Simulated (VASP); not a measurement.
```
CELL_PARAMETERS angstrom
      4.61367     0.00000     0.00000
      0.00000     4.61367     0.00000
      0.00000     0.00000     4.61367
ATOMIC_POSITIONS crystal
  Cs 0.00000 0.00000 0.00000
  I  0.50000 0.50000 0.50000
```

Computed with MS2 meta-GGA, VASP's PBE PAW potentials (set 64) (plane waves; VASP 6.6.1). Settings: 520 eV cut-off, 7×7×7 Γ-centred mesh, tetrahedra with Blöchl corrections, potentials Cs_sv I.

Unless said otherwise, spin-orbit coupling is left out, though it shifts the bands of the heavy elements here.

Question: Predict the energy per atom (σ→0), band gap (over mesh and band path) with the smallest direct gap where there is one.

Answer: 
```yaml
band gap (over mesh and band path): 4.55 eV
smallest direct gap (over mesh and band path): 4.65 eV
energy per atom (σ→0): 2164 meV/atom
```

Total energies compare only between runs with the same potentials, cut-off and functional.

The compound is CsI in the CsCl type structure. It was relaxed first.
